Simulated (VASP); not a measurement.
Here is the system:

```yaml
crystal:
  lattice:
    - [-1.60764, 1.60764, 1.60764]
    - [1.60764, -1.60764, 1.60764]
    - [1.60764, 1.60764, -1.60764]
  atoms:
    - { symbol: Au, position: [0.00000, 0.00000, 0.00000] }
```

These are LDA (Ceperley-Alder, Perdew-Zunger), VASP's LDA PAW potentials (set 64) (plane waves; VASP) values and carry that method's errors. Numerical set-up: 400 eV cut-off, Gaussian smearing of 0.050 eV, potentials Au.

Give the energies of bands 1 to 7 at the high-symmetry points, in eV from the Fermi level.

| band | Γ | H | N | P |
|---|---|---|---|---|
| 1 | -10.18 | -7.09 | -7.53 | -5.58 |
| 2 | -5.04 | -7.09 | -6.19 | -5.58 |
| 3 | -5.04 | -1.77 | -3.15 | -5.58 |
| 4 | -5.04 | -1.77 | -2.77 | -2.72 |
| 5 | -2.99 | -1.77 | -1.36 | -2.72 |
| 6 | -2.99 | 6.26 | -0.79 | 2.90 |
| 7 | 16.47 | 6.26 | 3.71 | 7.32 |

It has no gap at this level: it comes out as a metal or semimetal.

The structure comes from a computed database's Au entry (Im-3m); how it stands against other phases isn't given here. It was relaxed first, which changed the volume by -9 %.
